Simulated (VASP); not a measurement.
Consider the following.

```yaml
crystal:
  lattice:
    - [2.20946, -3.71782, 0.00000]
    - [2.20946, 3.71782, 0.00000]
    - [0.00000, 0.00000, 4.54487]
  atoms:
    - { symbol: Ga, position: [0.15566, 0.84434, 0.91552] }
    - { symbol: Ga, position: [0.34434, 0.65566, 0.41552] }
    - { symbol: Ga, position: [0.65566, 0.34434, 0.58448] }
    - { symbol: Ga, position: [0.84434, 0.15566, 0.08448] }
```

Computed with r2SCAN meta-GGA, VASP's PBE PAW potentials (set 64) (plane waves; VASP). Run with 480 eV cut-off, 8×8×6 Γ-centred mesh, first-order Methfessel-Paxton smearing of 0.10 eV, potentials Ga_d.

Task: Give the force on each atom (eV/Å).

Result: 
| atom | Fx | Fy | Fz |
|---|---|---|---|
| Ga1 | 0.000 | -0.118 | -0.073 |
| Ga2 | 0.000 | 0.118 | -0.073 |
| Ga3 | 0.000 | -0.118 | 0.073 |
| Ga4 | 0.000 | 0.118 | 0.073 |

Task: Give the stress tensor in GPa (positive for a compressed cell).

Result: 
```
0.70  0.00  0.00
0.00  4.38  0.00
0.00  0.00  0.71
```
The pressure is its mean diagonal, 1.93 GPa.

The compound is Ga in the alpha structure. This cell was strained or had an atom moved on purpose.
